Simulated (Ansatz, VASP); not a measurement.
**Two plane-wave programs on TeRh3**

```
CELL_PARAMETERS angstrom
3.97063 0.00000 0.00000
0.00000 3.97063 0.00000
0.00000 0.00000 3.97063
ATOMIC_POSITIONS crystal
Te 0.00000 0.00000 0.00000
Rh 0.00000 0.50000 0.50000
Rh 0.50000 0.00000 0.50000
Rh 0.50000 0.50000 0.00000
```

Alike in both runs: functional PBE; k mesh 4 × 4 × 4; occupations gaussian, width 0.1 eV; no spin polarisation.

Ansatz relaxed the structure, and its values are those at the end. VASP's run is a single point on that final structure, the one shown.

|  | VASP | Ansatz |
| --- | --- | --- |
| version | VASP 6.6.1 | Ansatz 0.2.0 |
| potentials or method | VASP PAW PBE potentials, release 64 (Te, Rh_pv) | scalar-relativistic, plane waves, PAW |
| plane-wave cutoff (eV) | 520 | 420 |
| valence electrons in the cell | 51 | 67 |

|  | VASP | Ansatz | Ansatz less VASP |
| --- | --- | --- | --- |
| gap on the k mesh at the Fermi level (eV) | none | none | - |
| pressure (GPa) | -0.3 | -0.2 | +0.17 |

A gap of «none» marks a metal or a gap that the smearing closes. The two sets of potentials don't hold the same shells in valence.

Caveats: the k mesh is coarse (spacing up to 0.40 Å⁻¹), so the values aren't converged. Spin-orbit coupling is left out, which matters for the levels of Te.
